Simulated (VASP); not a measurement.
# Ti12BrO23 (a cell with a defect) (Rutile): single point with PBE

The system is Ti12BrO23 (a cell with a defect) (Rutile).

```xyz
36
Lattice="4.5922 4.5922 0.0000 -4.5922 4.5922 0.0000 0.0000 0.0000 8.8722" Properties=species:S:1:pos:R:3 pbc="T T T"
Ti    0.0000    0.0000    0.0000
Ti    0.0000    0.0000    2.9574
Ti    0.0000    0.0000    5.9148
Ti    0.0000    4.5922    0.0000
Ti    0.0000    4.5922    2.9574
Ti    0.0000    4.5922    5.9148
Ti    2.2961    2.2961    1.4787
Ti    2.2961    2.2961    4.4361
Ti    2.2961    2.2961    7.3935
Ti   -2.2961    2.2961    1.4787
Ti   -2.2961    2.2961    4.4361
Ti   -2.2961    2.2961    7.3935
Br    1.4004    1.4004    0.0000
O     1.4004    1.4004    2.9574
O     1.4004    1.4004    5.9148
O     1.4004    5.9926    0.0000
O     1.4004    5.9926    2.9574
O     1.4004    5.9926    5.9148
O     0.8957    3.6965    1.4787
O     0.8957    3.6965    4.4361
O     0.8957    3.6965    7.3935
O    -3.6965    3.6965    1.4787
O    -3.6965    3.6965    4.4361
O    -3.6965    3.6965    7.3935
O     3.1918    3.1918    0.0000
O     3.1918    3.1918    2.9574
O     3.1918    3.1918    5.9148
O    -1.4004    3.1918    0.0000
O    -1.4004    3.1918    2.9574
O    -1.4004    3.1918    5.9148
O    -0.8957    5.4879    1.4787
O    -0.8957    5.4879    4.4361
O    -0.8957    5.4879    7.3935
O    -0.8957    0.8957    1.4787
O    -0.8957    0.8957    4.4361
O    -0.8957    0.8957    7.3935
```

| Property | Result |
| --- | --- |
| Program | VASP 6.6.1 |
| Task | single point |
| Functional | PBE |
| Potentials or basis | VASP PAW PBE potentials, release 64 (Ti_sv, Br, O) |
| Cutoff | 520 eV |
| k mesh | 3 × 3 × 2 |
| Occupations | fermi-dirac, width 0.01 eV |
| Spin | no spin polarisation |
| Dipole correction | no |
| Charge | 1 |
| Further INCAR settings | LREAL = Auto; ALGO = Fast; EDIFF = 1e-06; NBANDS = 168; NELECT = 288.0 |

```
Largest force          : 15.991 eV/Å
Band gap on the k mesh : 1.09 eV, direct
```

Forces on the atoms (eV/Å):
```
Ti   -9.963  -9.963   0.000
Ti   -0.181  -0.181   0.866
Ti   -0.181  -0.181  -0.866
Ti    0.345   0.345   0.000
Ti   -0.007  -0.007   0.621
Ti   -0.007  -0.007  -0.621
Ti    7.538   7.538  11.920
Ti    0.118   0.118   0.000
Ti    7.538   7.538 -11.920
Ti   -0.151  -0.151   0.425
Ti    0.028   0.028   0.000
Ti   -0.151  -0.151  -0.425
Br   -4.826  -4.826   0.000
O    -0.160  -0.160  -0.476
O    -0.160  -0.160   0.476
O    -0.143  -0.143   0.000
O    -0.100  -0.100  -0.211
O    -0.100  -0.100   0.211
O     0.208  -0.375  -0.292
O     0.066  -0.074   0.000
O     0.208  -0.375   0.292
O     0.057   0.137  -0.380
O    -0.007   0.023   0.000
O     0.057   0.137   0.380
O    -0.271  -0.271   0.000
O     0.154   0.154  -0.030
O     0.154   0.154   0.030
O     0.255   0.255   0.000
O     0.105   0.105  -0.159
O     0.105   0.105   0.159
O    -0.375   0.208  -0.292
O    -0.074   0.066   0.000
O    -0.375   0.208   0.292
O     0.137   0.057  -0.380
O     0.023  -0.007   0.000
O     0.137   0.057   0.380
```

Levels at points of the mesh, in eV from the valence-band top:
| k point | band 142 | band 143 | band 144 | band 145 | band 146 | band 147 |
| --- | --- | --- | --- | --- | --- | --- |
| (0.00, 0.00, 0.00) | -0.44 | -0.40 | 0.00 | 1.09 | 1.84 | 1.89 |
| (0.00, 0.00, 0.50) | -0.66 | -0.24 | -0.10 | 1.37 | 1.76 | 1.96 |

Wall time 17 min on 1 thread of AMD EPYC 9R45 (Zen 5), on a shared host, peak memory 0.56 GiB.

Caveat: the cell carries a net charge on a neutralising background, which shifts energy and pressure; the cell is charged against a uniform background, so pressure and absolute levels hang on convention. Expect the measured gap to be larger: semilocal functionals such as PBE lack the derivative discontinuity.
